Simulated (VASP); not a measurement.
OSZICAR of a VASP run on Y (hcp):

### OSZICAR
```
       N       E                     dE             d eps       ncg     rms          rms(c)
DAV:   1     0.862270268889E+02    0.86227E+02   -0.11649E+04  2280   0.139E+03
DAV:   2    -0.659269966558E+01   -0.92820E+02   -0.91894E+02  2834   0.285E+02
DAV:   3    -0.139483778926E+02   -0.73557E+01   -0.73110E+01  4372   0.480E+01
DAV:   4    -0.140850189221E+02   -0.13664E+00   -0.13652E+00  2612   0.745E+00
DAV:   5    -0.140884574904E+02   -0.34386E-02   -0.34385E-02  3329   0.870E-01    0.340E+01
DAV:   6    -0.137098615263E+02    0.37860E+00   -0.47436E-01  2287   0.489E+00    0.211E+01
DAV:   7    -0.136410813983E+02    0.68780E-01   -0.91928E-01  2959   0.622E+00    0.180E+00
DAV:   8    -0.136285959707E+02    0.12485E-01   -0.17637E-01  2763   0.278E+00    0.971E-01
DAV:   9    -0.136278851090E+02    0.71086E-03   -0.49196E-03  3195   0.505E-01    0.398E-01
DAV:  10    -0.136279796835E+02   -0.94574E-04   -0.16556E-03  2458   0.423E-01    0.252E-01
DAV:  11    -0.136279457439E+02    0.33940E-04   -0.10621E-04  3312   0.103E-01    0.277E-02
DAV:  12    -0.136279417936E+02    0.39503E-05   -0.21082E-05  2745   0.456E-02    0.241E-02
DAV:  13    -0.136279434752E+02   -0.16816E-05   -0.68003E-06  2602   0.279E-02    0.859E-04
DAV:  14    -0.136279436328E+02   -0.15761E-06   -0.23246E-07  2901   0.321E-03    0.155E-03
DAV:  15    -0.136279435151E+02    0.11771E-06   -0.31010E-08  1595   0.187E-03    0.664E-04
DAV:  16    -0.136279435375E+02   -0.22412E-07   -0.35410E-09  1476   0.476E-04
   1 F= -.13627944E+02 E0= -.13626798E+02  d E =-.136279E+02
       N       E                     dE             d eps       ncg     rms          rms(c)
DAV:   1    -0.136302041439E+02   -0.22606E-02   -0.10418E-01  2280   0.262E+00    0.232E-01
DAV:   2    -0.136289542424E+02    0.12499E-02   -0.30764E-03  2469   0.395E-01    0.129E-01
DAV:   3    -0.136284421252E+02    0.51212E-03   -0.13424E-03  2910   0.275E-01    0.887E-02
DAV:   4    -0.136284464064E+02   -0.42812E-05   -0.40440E-05  2742   0.467E-02    0.282E-02
DAV:   5    -0.136284390521E+02    0.73544E-05   -0.20318E-05  3029   0.349E-02    0.389E-03
DAV:   6    -0.136284390970E+02   -0.44957E-07   -0.73385E-07  2826   0.620E-03
   2 F= -.13628439E+02 E0= -.13627365E+02  d E =-.495559E-03
       N       E                     dE             d eps       ncg     rms          rms(c)
DAV:   1    -0.136298029923E+02   -0.13639E-02   -0.71700E-02  2280   0.217E+00    0.192E-01
DAV:   2    -0.136289383752E+02    0.86462E-03   -0.21218E-03  2469   0.328E-01    0.107E-01
DAV:   3    -0.136285842666E+02    0.35411E-03   -0.93030E-04  2917   0.229E-01    0.743E-02
DAV:   4    -0.136285872069E+02   -0.29404E-05   -0.27969E-05  2756   0.388E-02    0.235E-02
DAV:   5    -0.136285820428E+02    0.51642E-05   -0.14058E-05  3008   0.289E-02    0.321E-03
DAV:   6    -0.136285820730E+02   -0.30236E-07   -0.50613E-07  2680   0.517E-03
   3 F= -.13628582E+02 E0= -.13627586E+02  d E =-.638535E-03
```

Problem. Which electronic solver shows in the log?

Solution. It is blocked Davidson (ALGO = Normal, or the opening steps of other solvers). The INCAR had ALGO = Normal.

Problem. Can the final energy be trusted as converged?

Solution. The run converged. It stopped with EDIFF = 1E-7, NELM = 100, NSW = 30 and EDIFFG = -0.01 after 3 ionic steps (PBEsol GGA, plane waves, VASP's PBE PAW potentials (set 64)).

The compound is Y in the hcp structure. This cell is one point of a volume scan, at 1.03 of the reference volume. Symmetry was kept, so distortions that lower it aren't found.
